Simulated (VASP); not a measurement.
Set up this calculation in VASP 6.6.1, as the native input.

```
Task                   : single point
Functional             : PBE
Potentials or basis    : VASP PAW PBE potentials, release 64 (Ni, Si, Mg)
Cutoff                 : 520 eV
k mesh                 : 6 × 5 × 5
Occupations            : fermi-dirac, width 0.05 eV
Spin                   : collinear spin, ferromagnetic start
Starting moments       : [1.0, 0.0, 0.0, 0.0, 0.0, 0.0, 0.0, 0.0] μB
Further INCAR settings : ALGO = Normal; EDIFF = 1e-07; NBANDS = 27
```

The structure of Mg6SiNi lies in POSCAR:

```
Mg6SiNi
1.0
    4.6701100000      0.0000000000      0.0000000000
    0.0000000000      3.0672875000      5.2321035000
    0.0000000000     -3.0672875000      5.2321035000
Ni Si Mg
1 1 6
Direct
   -0.0003510000      0.8191590000      0.8194010000
    0.5119170000      0.6726730000      0.6830300000
    0.4942440000      0.1663820000      0.1708220000
    0.4936100000      0.6791660000      0.1415440000
    0.4928470000      0.1444180000      0.6799440000
   -0.0031330000      0.3416920000      0.3321230000
   -0.0038950000      0.8346940000      0.3511790000
    0.0003350000      0.3541570000      0.8342430000
```

The cell comes from a database or a generator and needn't be the stable form of this composition.

The cell isn't the ideal one: atoms moved at random, drawn with an rms of 0.05 Å.

These files were run (other wordings do the same):

INCAR

```
SYSTEM = Mg6SiNi
ALGO = Normal
EDIFF = 1E-7
ENCUT = 520
GGA = PE
ISIF = 2
ISMEAR = -1
ISPIN = 2
LASPH = .True.
LCHARG = .False.
LMAXMIX = 4
LORBIT = 11
LREAL = .False.
LWAVE = .False.
MAGMOM = 1 0 0 0 0 0 0 0
NBANDS = 27
NELM = 100
PREC = Accurate
SIGMA = 0.05
```

KPOINTS

```
k-points
0
Gamma
  6 5 5
  0 0 0
```

Potentials or basis: VASP PAW PBE potentials, release 64 (Ni, Si, Mg).

Launch:

```bash
$ cat potpaw_PBE.64/Ni/POTCAR potpaw_PBE.64/Si/POTCAR potpaw_PBE.64/Mg/POTCAR > POTCAR
$ mpirun -np 1 vasp_std > vasp.out
```

Results of the run:

* Pressure: 0.3 GPa
* Largest force: 0.255 eV/Å
* Band gap on the k mesh: none (metal or under the smearing width)
* Net moment: 0.00 μB per cell
* Valence electrons inside the program's atomic spheres: Ni 9.04; Si 1.57; Mg 0.40, 0.37, 0.39

It took 15 min on 1 thread of AMD EPYC 7R43 64-Core Processor (Zen 3), with other jobs on the host, peak memory 0.64 GiB.
